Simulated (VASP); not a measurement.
MnIr, 2 atoms in the cell. The structure is trigonal, space group R-3m (No. 166). Conventional cell: a = 2.649 Å, b = 2.649 Å, c = 12.720 Å, α = 90.00°, β = 90.00°, γ = 120.00°. Around Mn (site symmetry -3m) lie 6 Ir at 2.61 Å and 6 Mn at 2.65 Å. Ir (site symmetry -3m) has 6 Mn at 2.61 Å and 6 Ir at 2.65 Å as nearest neighbours. The cell comes from a database or a generator and needn't be the stable form of this composition.

| Item | Value |
| --- | --- |
| Program | VASP 6.6.1 |
| Task | single point |
| Functional | PBEsol |
| Potentials or basis | VASP PAW PBE potentials, release 64 (Mn_pv, Ir) |
| Cutoff | 520 eV |
| k mesh | 9 × 9 × 9 |
| Occupations | gaussian, width 0.1 eV |
| Spin | collinear spin, typed start |
| Starting moments | [4.0, 0.0] μB |
| Dipole correction | no |
| Further INCAR settings | ALGO = Normal; EDIFF = 1e-07; NBANDS = 22 |

Potentials or basis: VASP PAW PBE potentials, release 64 (Mn_pv, Ir).

Launch:

```sh
$ cat potpaw_PBE.64/Mn_pv/POTCAR potpaw_PBE.64/Ir/POTCAR > POTCAR
$ mpirun -np 1 vasp_std > vasp.out
```

Hardware: 1 thread of Intel(R) Xeon(R) Platinum 8488C (Sapphire Rapids), with other jobs on the host.

Problem. How long does it take, and how much memory?

Solution. Run time: 4 min on 1 thread of Intel(R) Xeon(R) Platinum 8488C (Sapphire Rapids), with other jobs on the host, peak memory 0.3 GiB. Counts: scf iterations 17, k points 85.
